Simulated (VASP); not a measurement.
## Rh: a series in a change of volume

How do stress and energy of Rh follow a change of volume?

Calculated with VASP 6.6.1; PBEsol; plane waves and PAW (Rh_pv), in the first sound run; inputs show where later runs differ.

Most raw output is cut from this account.

### 1. The structure

The structure is cubic, space group Fm-3m (No. 225). Conventional cell: a = 3.800 Å, b = 3.800 Å, c = 3.800 Å, α = 90.00°, β = 90.00°, γ = 90.00°. Nearest to Rh lie 12 Rh at 2.69 Å.

As a file:

```xyz
1
Lattice="0.0000 1.9000 1.9000 1.9000 0.0000 1.9000 1.9000 1.9000 0.0000" Properties=species:S:1:pos:R:3 pbc="T T T"
Rh    0.0000    0.0000    0.0000
```

### 2. Relax the crystal, PBEsol

The series starts from the cell that this level prefers, so that zero strain is near zero stress.

This step took 2 runs in a row; the last is shown.

Level: PBEsol; plane waves and PAW (Rh_pv).

The input, INCAR:

```
SYSTEM = Rh
PREC = Accurate
ENCUT = 450
EDIFF = 1E-07
NELM = 120
ISMEAR = 1
SIGMA = 0.15
LREAL = .FALSE.
ALGO = Normal
GGA = PS
NBANDS = 13
LASPH = .TRUE.
LORBIT = 11
LWAVE = .FALSE.
LCHARG = .FALSE.
KPAR = 8
IBRION = 2
NSW = 40
ISIF = 3
EDIFFG = -0.005
POTIM = 0.4
```

The input, POSCAR:

```
Rh
1.0
    0.0000000000      1.8895210944      1.8895210944
    1.8895210944      0.0000000000      1.8895210944
    1.8895210944      1.8895210944      0.0000000000
Rh
1
Direct
    0.0000000000      0.0000000000      0.0000000000
```

The input, KPOINTS:

```
Automatic mesh
0
Gamma
27 27 27
0 0 0
```

Potentials, in the order of the species: Rh_pv (PBE family, release 64).

Command:

```bash
mpirun -np 8 vasp_std
```

The job ended after 10 s (8 MPI ranks of Intel Xeon 6975P-C (Granite Rapids), shared host; peak memory 1.4 GiB).

This run gave:

```
energy(sigma→0) of the program : -8.1386 eV
stress, compression positive   : xx, yy, zz 0.01, 0.01, 0.01 GPa
volume                         : 13.488 Å³
ionic steps                    : 3
```

### 3. Relax at fixed volume, PBEsol

One member in full: the volume is scaled by 1.06, and the cell is held.

Level: PBEsol; plane waves and PAW (Rh_pv).

INCAR: that of step 2 with these lines changed.

```diff
@@ -15,7 +15,8 @@
 LCHARG = .FALSE.
-KPAR = 8
+KPAR = 2
 IBRION = 2
 NSW = 40
-ISIF = 3
-EDIFFG = -0.005
+ISIF = 2
+EDIFFG = -0.004
 POTIM = 0.4
+MAXMIX = 40
```

The input, POSCAR:

```
Rh
1.0
    0.0000000000      1.9263842000      1.9263842000
    1.9263842000      0.0000000000      1.9263842000
    1.9263842000      1.9263842000      0.0000000000
Rh
1
Direct
    0.0000000000      0.0000000000      0.0000000000
```

KPOINTS is that of step 2.

Command:

```bash
mpirun -np 2 vasp_std
```

The job ended after 16 s (2 MPI ranks; peak memory 0.36 GiB; 30 s of CPU time).

Numbers from this step:

- energy(sigma→0) of the program: -8.0999 eV
- stress, compression positive: xx, yy, zz -14.88, -14.88, -14.88 GPa
- ionic steps: 1

### 4. The table

The other members went through these steps as far as the tables show, with the same cutoff and, step by step, the same mesh; 9 runs are not shown. The session took 0.14 core hours (wall time by ranks) on a shared machine.

```csv
volume over the relaxed volume,volume (Å³/atom),pressure (GPa),"energy above the unstrained row, extrapolated to no smearing (meV/atom)"
0.940,12.679,21.526,52.371
0.960,12.949,13.469,22.616
0.980,13.218,6.332,5.652
0.990,13.353,3.071,1.492
1,13.488,0.013,0.000
1.010,13.623,-2.865,1.018
1.020,13.758,-5.576,4.383
1.040,14.028,?,?
1.060,14.297,-14.876,38.682
```

### 5. A fit to the known rows

A least-squares cubic through the 8 rows shown, with u the logarithm of the volume ratio: pressure = − 918.6 u³ + 764.0 u² − 296.9 u + 0.01249 (GPa), r.m.s. residual 0.0017 GPa.

For the withheld row, u = 0.03922, the fit gives -10.513 GPa.

### 6. Prediction against calculation

The calculation gives -10.517 GPa, so the prediction is 0.004 GPa too high.

A cubic of the pressure in ln(V/V₀) through all rows has the slope −B at V₀: B = 297 GPa, and its curvature gives B′ = 5.1.

### 7. Summary of results

```json
{
 "error of the predicted pressure": "0.004 GPa",
 "bulk modulus": "297 GPa"
}
```

What this shows: The slope of the energy gives 0.25 GPa at the relaxed volume where the pressure column has 0.01 GPa, a mark of the finite basis or of the smearing. These are static values: temperature and zero-point motion are left out. In a metal the slopes also depend on mesh and smearing, which were held through the series.

[Lines on the potential files, build, host, timing and source positions are cut from VASP's logs without a mark.]

[Logs are printed without paths, hosts, clocks, repeated set-up lines and the standing remarks that a program may print on its own settings, such as how far it seeks lower states.]

[Hosts, paths, dates, database ids (printed as entryN), source tags and the programs' standing remarks are cut or masked in the printed files.]

[In band tables of VASP the shares of atoms and orbitals are scaled to a sum of 1 inside the atoms' spheres.]
